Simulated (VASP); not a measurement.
# LiTi in VASP: a series of runs

The runs below take LiTi through single point, relaxation of the atoms, with rev-vdW-DF2+U, PBE, PBE+D2.

Program: VASP 6.6.1. These are calculated values, not measurements. Logs are shortened: lines on timing, memory, paths and dates and some standing lists are left out, and cuts for length are marked.

### Step 1. The sheet as given

The cell holds a sheet with vacuum, 2 atoms: a = 3.639 Å, b = 3.639 Å, c = 23.800 Å, α = 90.00°, β = 90.00°, γ = 90.00°.

The cell was built by a generator and needn't be a form met in nature.

### Step 2. Single point, rev-vdW-DF2+U

INCAR

```
SYSTEM = LiTi
PREC = Accurate
ENCUT = 520
EDIFF = 1E-7
ISMEAR = 0
SIGMA = 0.1
LREAL = .False.
LASPH = .True.
NELM = 80
ALGO = Fast
ISIF = 2
LWAVE = .False.
LCHARG = .False.
LMAXMIX = 4
LDAU = .True.
LDAUTYPE = 1
LDAUL = -1 2
LDAUU = 0 3
LDAUJ = 0 0.5
LDAUPRINT = 1
LDIPOL = .True.
IDIPOL = 3
DIPOL = 0.5 0.5 0.294
GGA = MK
LUSE_VDW = .True.
AGGAC = 0.0
PARAM1 = 0.1234
PARAM2 = 0.711357
ZAB_VDW = -1.8867
```

KPOINTS

```
Automatic mesh
0
Gamma
  7 7 1
  0 0 0
```

POSCAR

```
LiTi
1.0
    3.6389800000      0.0000000000      0.0000000000
    0.0000000000      3.6389800000      0.0000000000
    0.0000000000      0.0000000000     23.8000000000
Li Ti
1 1
Direct
    0.0000000000      0.0000000000      0.2941200000
    0.5000000000      0.5000000000      0.2941200000
```

Potentials or basis: VASP PAW PBE potentials, release 64 (Li_sv, Ti_pv).

Run with:

```bash
> cat potpaw_PBE.64/Li_sv/POTCAR potpaw_PBE.64/Ti_pv/POTCAR > POTCAR
> mpirun -np 1 vasp_std > vasp.out
```

OUTCAR:

```text
SYSTEM = LiTi
   PREC = Accurate
   ENCUT = 520
   EDIFF = 1E-7
   ISMEAR = 0
   LREAL = .False.
   LASPH = .True.
   NELM = 80
   ISIF = 2
   GGA = MK

 ion  position               nearest neighbor table
   1  0.000  0.000  0.294-   2 2.57   2 2.57   2 2.57   2 2.57
   2  0.500  0.500  0.294-   1 2.57   1 2.57   1 2.57   1 2.57

  LATTYP: Found a simple tetragonal cell.
 ALAT       =     3.6389800000
 C/A-ratio  =     6.5402942583

  Lattice vectors:

 A1 = (   3.6389800000,   0.0000000000,   0.0000000000)
 A2 = (   0.0000000000,   3.6389800000,   0.0000000000)
 A3 = (   0.0000000000,   0.0000000000,  23.8000000000)

Analysis of symmetry for initial positions (statically):
=====================================================================
 Subroutine PRICEL returns:
 Original cell was already a primitive cell.

 Routine SETGRP: Setting up the symmetry group for a
 simple tetragonal supercell.

 Subroutine GETGRP returns: Found 16 space group operations
 (whereof  8 operations were pure point group operations)
 out of a pool of 16 trial point group operations.

The static configuration has the point symmetry C_4v.
 The point group associated with its full space group is D_4h.

Analysis of symmetry for dynamics (positions and initial velocities):
=====================================================================
 Subroutine PRICEL returns:
 Original cell was already a primitive cell.

 Routine SETGRP: Setting up the symmetry group for a
 simple tetragonal supercell.

 Subroutine GETGRP returns: Found 16 space group operations
 (whereof  8 operations were pure point group operations)
 out of a pool of 16 trial point group operations.

The dynamic configuration has the point symmetry C_4v.
 The point group associated with its full space group is D_4h.

 Subroutine INISYM returns: Found 16 space group operations
 (whereof  8 operations are pure point group operations),
 and found     1 'primitive' translations

----------------------------------------------------------------------------------------

                                     Primitive cell

  volume of cell :     315.1638

  direct lattice vectors                    reciprocal lattice vectors
     3.638980000  0.000000000  0.000000000     0.274802280  0.000000000  0.000000000
     0.000000000  3.638980000  0.000000000     0.000000000  0.274802280  0.000000000
     0.000000000  0.000000000 23.800000000     0.000000000  0.000000000  0.042016807

  length of vectors
     3.638980000  3.638980000 23.800000000     0.274802280  0.274802280  0.042016807

  position of ions in fractional coordinates (direct lattice)
     0.000000000  0.000000000  0.294120000
     0.500000000  0.500000000  0.294120000

  ion indices of the primitive-cell ions
   primitive index   ion index
                 1           1
                 2           2

----------------------------------------------------------------------------------------

 KPOINTS: Automatic mesh

Automatic generation of k-mesh.
 Grid dimensions read from file:
 generate k-points for:    7    7    1

 Generating k-lattice:

  Cartesian coordinates                     Fractional coordinates (reciprocal lattice)
     0.039257469  0.000000000  0.000000000     0.142857143  0.000000000  0.000000000
     0.000000000  0.039257469  0.000000000     0.000000000  0.142857143  0.000000000
     0.000000000  0.000000000  0.042016807     0.000000000  0.000000000  1.000000000

  Length of vectors
     0.039257469  0.039257469  0.042016807

  Shift w.r.t. Gamma in fractional coordinates (k-lattice)
     0.000000000  0.000000000  0.000000000

 Subroutine IBZKPT returns following result:
 ===========================================

 Found     10 irreducible k-points:

 Following reciprocal coordinates:
            Coordinates               Weight
  0.000000  0.000000  0.000000      1.000000
  0.142857  0.000000  0.000000      4.000000
  0.285714  0.000000  0.000000      4.000000
  0.428571  0.000000  0.000000      4.000000
  0.142857  0.142857  0.000000      4.000000
  0.285714  0.142857  0.000000      8.000000
  0.428571  0.142857  0.000000      8.000000
  0.285714  0.285714  0.000000      4.000000
  0.428571  0.285714  0.000000      8.000000
  0.428571  0.428571  0.000000      4.000000
   k-points           NKPTS =     10   k-points in BZ     NKDIM =     10   number of bands    NBANDS=     10
   number of dos      NEDOS =    301   number of ions     NIONS =      2
   total plane-waves  NPLWV = 141120
   dimension x,y,z NGX =    28 NGY =   28 NGZ =  180
   dimension x,y,z NGXF=    56 NGYF=   56 NGZF=  360
   ions per type =               1   1
   NGX,Y,Z   is equivalent  to a cutoff of  12.79, 12.79, 12.57 a.u.
   NGXF,Y,Z  is equivalent  to a cutoff of  25.58, 25.58, 25.15 a.u.
 SYSTEM =  LiTi
   PREC   = accura    normal or accurate (medium, high low for compatibility)
   ISTART =      0    job   : 0-new  1-cont  2-samecut
   ICHARG =      2    charge: 1-file 2-atom 10-const
   ISPIN  =      1    spin polarized calculation?
   LNONCOLLINEAR =      F non collinear calculations
   LSORBIT =      F    spin-orbit coupling
   LASPH  =      T    aspherical Exc in radial PAW
   ENCUT  =  520.0 eV  38.22 Ry    6.18 a.u.   6.77  6.77 44.25*2*pi/ulx,y,z
   NELM   =     80;   NELMIN=  2; NELMDL= -5     # of ELM steps
   EDIFF  = 0.1E-06   stopping-criterion for ELM
   LREAL  =      F    real-space projection
   EDIFFG = 0.1E-05   stopping-criterion for IOM
   NSW    =      0    number of steps for IOM
   IBRION =     -1    ionic relax: 0-MD 1-quasi-New 2-CG
   NFREE  =      0    steps in history (QN), initial steepest desc. (CG)
   ISIF   =      2    stress and relaxation
   ISYM   =      2    0-nonsym 1-usesym 2-fastsym
   POTIM  = 0.5000    time-step for ionic-motion
   TEBEG  =    0.0;   TEEND  =   0.0 temperature during run
   PSTRESS=    0.0 pullay stress
   NELECT =      13.0000    total number of electrons
   NUPDOWN=      -1.0000    fix difference up-down
   EMIN   =  10.00;   EMAX   =-10.00  energy-range for DOS
   EFERMI =   0.00;   METHOD = LEGACY
   ISMEAR =     0;   SIGMA  =   0.10  broadening in eV -4-tet -1-fermi 0-gaus
   EFERMI_NEDOS =   21; number of points for ismear=-14 and -15
   IALGO  =     68    algorithm
   IMIX   =      4    mixing-type and parameters
     AMIX     =   0.40;   BMIX     =  1.00
     AMIX_MAG =   1.60;   BMIX_MAG =  1.00
  volume/ion in A,a.u.               =     157.58      1063.42
  Fermi-wavevector in a.u.,A,eV,Ry     =   0.565645  1.068914  4.353240  0.319954
  Thomas-Fermi vector in A             =   1.603710
   LORBIT       =      0    0 simple, 1 ext, 2 COOP (PROOUT), +10 PAW based schemes
 LDA+U is selected, type is set to LDAUTYPE =  1
   angular momentum for each species LDAUL =    -1    2
   U (eV)           for each species LDAUU =   0.0  3.0
   J (eV)           for each species LDAUJ =   0.0  0.5
   GGA     = MK    functional components
   LHFCALC =     F    Hartree Fock is set to
   AEXX    =    0.0000 exact exchange contribution
   IVDW_NL    =     1    kernel type
   BPARAM     = 6.3000
   IVDW    =     0    specifies the selected vdW correction
   LEPSILON=     F    determine dielectric tensor
   LRPA    =     F    only Hartree local field effects (RPA)
 non-spin polarized calculation
 RMM-DIIS sequential band-by-band and
 Gauss-broadening in eV      SIGMA  =   0.10
  energy-cutoff  :      520.00
  volume of cell :      315.16
 maximum number of plane-waves:      8534
 NGX is ok and might be reduce to    28
   NGX = 13   NGY = 13   NGZ = 89

 dipolmoment           0.000000      0.000000     -0.000003 electrons x Angstroem

atom =   2  type =  2  l = 2

 onsite density matrix

spin component  1

  0.0189  0.0000  0.0000  0.0000  0.0000
  0.0000  0.2424  0.0000  0.0000 -0.0000
  0.0000  0.0000  0.0221 -0.0000  0.0000
  0.0000  0.0000 -0.0000  0.2424 -0.0000
  0.0000 -0.0000  0.0000 -0.0000  0.4136

spin component  2

  0.0189  0.0000  0.0000  0.0000  0.0000
  0.0000  0.2424  0.0000  0.0000 -0.0000
  0.0000  0.0000  0.0221 -0.0000  0.0000
  0.0000  0.0000 -0.0000  0.2424 -0.0000
  0.0000 -0.0000  0.0000 -0.0000  0.4136

 occupancies and eigenvectors

  o =  0.0189  v =  1.0000  0.0000  0.0000  0.0000  0.0000  0.0000  0.0000  0.0000  0.0000  0.0000      0.0000  0.0000  0.0000  0.0000  0.0000  0.0000  0.0000  0.0000  0.0000  0.0000
  o =  0.0189  v =  0.0000  0.0000  0.0000  0.0000  0.0000  1.0000  0.0000  0.0000  0.0000  0.0000      0.0000  0.0000  0.0000  0.0000  0.0000  0.0000  0.0000  0.0000  0.0000  0.0000
  o =  0.0221  v =  0.0000 -0.0000  1.0000  0.0000 -0.0000  0.0000  0.0000  0.0000  0.0000  0.0000      0.0000  0.0000  0.0000  0.0000  0.0000  0.0000  0.0000  0.0000  0.0000  0.0000
  o =  0.0221  v =  0.0000  0.0000  0.0000  0.0000  0.0000  0.0000 -0.0000  1.0000  0.0000 -0.0000      0.0000  0.0000  0.0000  0.0000  0.0000  0.0000  0.0000  0.0000  0.0000  0.0000
  o =  0.2424  v =  0.0000 -0.9219 -0.0000 -0.3875 -0.0000  0.0000  0.0000  0.0000  0.0000  0.0000      0.0000  0.0000  0.0000  0.0000  0.0000  0.0000  0.0000  0.0000  0.0000  0.0000
  o =  0.2424  v =  0.0000  0.0000  0.0000  0.0000  0.0000  0.0000 -0.9219 -0.0000 -0.3875 -0.0000      0.0000  0.0000  0.0000  0.0000  0.0000  0.0000  0.0000  0.0000  0.0000  0.0000
  o =  0.2424  v =  0.0000  0.3875  0.0000 -0.9219  0.0000  0.0000  0.0000  0.0000  0.0000  0.0000      0.0000  0.0000  0.0000  0.0000  0.0000  0.0000  0.0000  0.0000  0.0000  0.0000
  o =  0.2424  v =  0.0000  0.0000  0.0000  0.0000  0.0000  0.0000  0.3875  0.0000 -0.9219  0.0000      0.0000  0.0000  0.0000  0.0000  0.0000  0.0000  0.0000  0.0000  0.0000  0.0000
  o =  0.4136  v =  0.0000  0.0000  0.0000  0.0000  0.0000  0.0000 -0.0000  0.0000 -0.0000  1.0000      0.0000  0.0000  0.0000  0.0000  0.0000  0.0000  0.0000  0.0000  0.0000  0.0000
  o =  0.4136  v =  0.0000 -0.0000  0.0000 -0.0000  1.0000  0.0000  0.0000  0.0000  0.0000  0.0000      0.0000  0.0000  0.0000  0.0000  0.0000  0.0000  0.0000  0.0000  0.0000  0.0000

 number of electron      12.9999992 magnetization

 dipolmoment           0.000000      0.000000      0.000000 electrons x Angstroem

 Free energy of the ion-electron system (eV)
  ---------------------------------------------------
  ext. energy  EPLUGINS =         0.00000000
  ---------------------------------------------------
  free energy    TOTEN  =        -0.37550234 eV

  energy without entropy =       -0.33908708  energy(sigma->0) =       -0.35729471

 E-fermi :  -3.3704     XC(G=0):  -2.2336

 val. band max:       -3.3961452151   @ k =   0.4286   0.1429   0.0000
 cond. band min:      -3.3286675963   @ k =   0.4286   0.4286   0.0000
 fundamental gap:      0.0674776188
 Fermi energy:        -3.3703833771

 k-point     1 :       0.0000    0.0000    0.0000
  band No.  band energies     occupation
      1     -49.6971      2.00000
      2     -37.8670      2.00000
      3     -37.4945      2.00000
      4     -37.4944      2.00000
      5      -6.6174      2.00000
      6      -4.0318      2.00000
      7      -3.2616      0.12411
      8      -2.7406      0.00000
      9      -2.5472      0.00000
     10      -1.5267      0.00000

 k-point     2 :       0.1429    0.0000    0.0000
  band No.  band energies     occupation
      1     -49.6971      2.00000
      2     -37.8664      2.00000
      3     -37.5003      2.00000
      4     -37.4939      2.00000
      5      -6.4151      2.00000
      6      -3.9917      2.00000
      7      -3.4091      1.41602
      8      -2.6775      0.00000
      9      -2.4667      0.00000
     10      -1.7803      0.00000
[... 92 lines left out ...]
 k-point    10 :       0.4286    0.4286    0.0000
  band No.  band energies     occupation
      1     -49.6958      2.00000
      2     -37.8617      2.00000
      3     -37.5246      2.00000
      4     -37.5242      2.00000
      5      -3.3287      0.55522
      6      -3.2952      0.28768
      7      -3.2251      0.03996
      8      -2.9799      0.00000
      9      -2.8953      0.00000
     10      -2.1820      0.00000

------------------------ aborting loop because EDIFF is reached ----------------------------------------

 vacuum level on the upper side and lower side of the slab       (xc-potential included)        -0.017        -0.004

  FORCE on cell =-STRESS in cart. coord.  units (eV):
  Direction    XX          YY          ZZ          XY          YZ          ZX
  --------------------------------------------------------------------------------------
  -------------------------------------------------------------------------------------
  Total        0.0641532      0.0641532     -0.0175546      0.0000000      0.0000000      0.0000000
  in kB        0.3261312      0.3261312     -0.0892412      0.0000000      0.0000000      0.0000000
  external PRESSURE =       0.1876737 kB  Pullay stress =       0.0000000 kB

 VOLUME and BASIS-vectors are now :
 -----------------------------------------------------------------------------
  energy-cutoff  :      520.00
  volume of cell :      315.16
      direct lattice vectors                 reciprocal lattice vectors
     3.638980000  0.000000000  0.000000000     0.274802280  0.000000000  0.000000000
     0.000000000  3.638980000  0.000000000     0.000000000  0.274802280  0.000000000
     0.000000000  0.000000000 23.800000000     0.000000000  0.000000000  0.042016807

 POSITION                                       TOTAL-FORCE (eV/Angst)
 -----------------------------------------------------------------------------------
      0.00000      0.00000      7.00006         0.000000     -0.000000     -0.000000
      1.81949      1.81949      7.00006         0.000000      0.000000      0.000000
 -----------------------------------------------------------------------------------
    total drift:                                0.000000      0.000000      0.000061

  FREE ENERGIE OF THE ION-ELECTRON SYSTEM (eV)
  ---------------------------------------------------
  free  energy   TOTEN  =        -0.3755023417 eV

  energy  without entropy=       -0.3390870765  energy(sigma->0) =       -0.35729471

Total vdW correction in eV:      2.6672487

 vacuum level on the upper side and lower side of the slab         0.345         0.349
```

Wall time 5.8 min (1 thread of Intel Xeon 6975P-C (Granite Rapids), shared host); peak memory 1 GiB.

What came out:

```yaml
Free_energy: -0.3755 eV
Band_gap_on_the_k_mesh: none (metal or under the smearing width)
```

Eigenvalues of the final occupation matrices:
```
    site  spin  trace               eigenvalues
site 2 d     1   0.94  0.02 0.02 0.24 0.24 0.41
site 2 d     2   0.94  0.02 0.02 0.24 0.24 0.41
```

Caveat: the cutoff is under 1.25 times the usual one of these potentials, so pressure, stress and relaxed cells hold a basis-set (Pulay) error; the PAW data sets were made with another functional, which shifts forces and pressure a little; U without spin polarisation on a metal has little footing; the U is typed as a test and isn't derived for this compound.

### Step 3. Relaxation of the atoms, PBE

INCAR

```
SYSTEM = LiTi
PREC = Accurate
ENCUT = 520
EDIFF = 1E-7
ISMEAR = -1
SIGMA = 0.05
LREAL = .FALSE.
LASPH = .TRUE.
NELM = 60
ALGO = Normal
ISIF = 2
LWAVE = .FALSE.
LCHARG = .FALSE.
LDIPOL = .TRUE.
IDIPOL = 3
DIPOL = 0.5 0.5 0.294
GGA = PE
IBRION = 2
NSW = 40
EDIFFG = -0.01
```

KPOINTS

```
regular mesh
0
G
  7 7 1
  0 0 0
```

POSCAR

```
LiTi
1.0
    3.6389800000      0.0000000000      0.0000000000
    0.0000000000      3.6389800000      0.0000000000
    0.0000000000      0.0000000000     23.8000000000
Li Ti
1 1
Selective dynamics
Direct
    0.0000000000      0.0000000000      0.2941200000  F F F
    0.5000000000      0.5000000000      0.2941200000  T T T
```

Potentials or basis: VASP PAW PBE potentials, release 64 (Li_sv, Ti_sv).

Run with:

```bash
> cat potpaw_PBE.64/Li_sv/POTCAR potpaw_PBE.64/Ti_sv/POTCAR > POTCAR
> mpirun -np 1 vasp_std > vasp.out
```

It took 52 s on 1 thread of Intel Xeon Platinum 8375C at 2.90GHz (Ice Lake), shared host; peak memory 0.37 GiB.

It converged, with:

```
Free energy            : -5.4039 eV
Band gap on the k mesh : none (metal or under the smearing width)
```

Final structure:
```
Li Ti
1.0
     3.63898    0.00000    0.00000
     0.00000    3.63898    0.00000
     0.00000    0.00000   23.80000
Li Ti
1 1
Direct
  0.00000 0.00000 0.29412
  0.50000 0.50000 0.29412
```

Levels at points of the mesh, in eV from the Fermi level:
| k point | band 4 | band 5 | band 6 | band 7 | band 8 | band 9 | band 10 | band 11 |
| --- | --- | --- | --- | --- | --- | --- | --- | --- |
| (0.00, 0.00, 0.00) | -33.47 | -33.47 | -3.15 | -0.32 | 0.15 | 0.27 | 0.87 | 0.87 |

Caveat: the cutoff is under 1.25 times the usual one of these potentials, so pressure, stress and relaxed cells hold a basis-set (Pulay) error; the relaxation stopped at its first step, so nothing moved.

### Step 4. Relaxation of the atoms, PBE+D2

Edit INCAR of step 3 so:

```diff
@@ -17,2 +17,3 @@
 GGA = PE
+IVDW = 1
 IBRION = 2
```

KPOINTS is that of step 3.

POSCAR is that of step 3.

Run with:

```bash
> cat potpaw_PBE.64/Li_sv/POTCAR potpaw_PBE.64/Ti_sv/POTCAR > POTCAR
> mpirun -np 1 vasp_std > vasp.out
```

It took 50 s on 1 thread of Intel Xeon Platinum 8375C at 2.90GHz (Ice Lake), shared host; peak memory 0.37 GiB.

Results (log left out):

```yaml
Free_energy: -5.8758 eV
Band_gap_on_the_k_mesh: none (metal or under the smearing width)
Dispersion_energy_per_atom: -0.236 eV
```

Final structure:
```
Li Ti
1.0
     3.63898    0.00000    0.00000
     0.00000    3.63898    0.00000
     0.00000    0.00000   23.80000
Li Ti
1 1
Direct
  0.00000 0.00000 0.29412
  0.50000 0.50000 0.29412
```

Levels at points of the mesh, in eV from the Fermi level:
```
           k point  band 4  band 5  band 6  band 7  band 8  band 9  band 10  band 11
(0.00, 0.00, 0.00)  -33.47  -33.47   -3.15   -0.32    0.15    0.27     0.87     0.87
```

Caveat: the cutoff is under 1.25 times the usual one of these potentials, so pressure, stress and relaxed cells hold a basis-set (Pulay) error; the relaxation stopped at its first step, so nothing moved; atom-pairwise D2, TS and ULG terms overbind metals.

### Step 5. For comparison

An earlier run on the cell as given: functional PBE; potentials or basis VASP PAW PBE potentials, release 64 (Li_sv, Ti_sv); cutoff 520 eV; k mesh 7 × 7 × 1; occupations fermi-dirac, width 0.05 eV; no spin polarisation.

* Band gap on the k mesh: none (metal or under the smearing width)

### Step 6. Summary

```tsv
task	level	potentials or basis	U	cell	smearing	LDAUTYPE	hund's J	atoms held fixed (from 0)	gap on the mesh (eV)
single point	rev-vdW-DF2+U	VASP PAW PBE potentials, release 64 (Li_sv, Ti_pv)	Ti d U = 3 eV, J = 0.5 eV	as given	gaussian 0.1 eV	1	0.5	-	none
relaxation of the atoms	PBE	VASP PAW PBE potentials, release 64 (Li_sv, Ti_sv)	-	atoms relaxed	fermi-dirac 0.05 eV	-	-	[0]	none
relaxation of the atoms	PBE+D2	VASP PAW PBE potentials, release 64 (Li_sv, Ti_sv)	-	atoms relaxed	fermi-dirac 0.05 eV	-	-	[0]	none
single point	PBE	VASP PAW PBE potentials, release 64 (Li_sv, Ti_sv)	-	as given	fermi-dirac 0.05 eV	-	-	-	none
```

Alike in all rows: no spin polarisation; k mesh 7 × 7 × 1; cutoff (eV) 520.

Caveats: the cutoff is under 1.25 times the usual one of these potentials, so pressure, stress and relaxed cells hold a basis-set (Pulay) error; the relaxation stopped at its first step, so nothing moved (some runs); the PAW data sets were made with another functional, which shifts forces and pressure a little (some runs); U without spin polarisation on a metal has little footing (some runs); the U is typed as a test and isn't derived for this compound (some runs); atom-pairwise D2, TS and ULG terms overbind metals (some runs).

Total energies depend on the potentials used, so only differences within one code and one set of settings carry meaning.
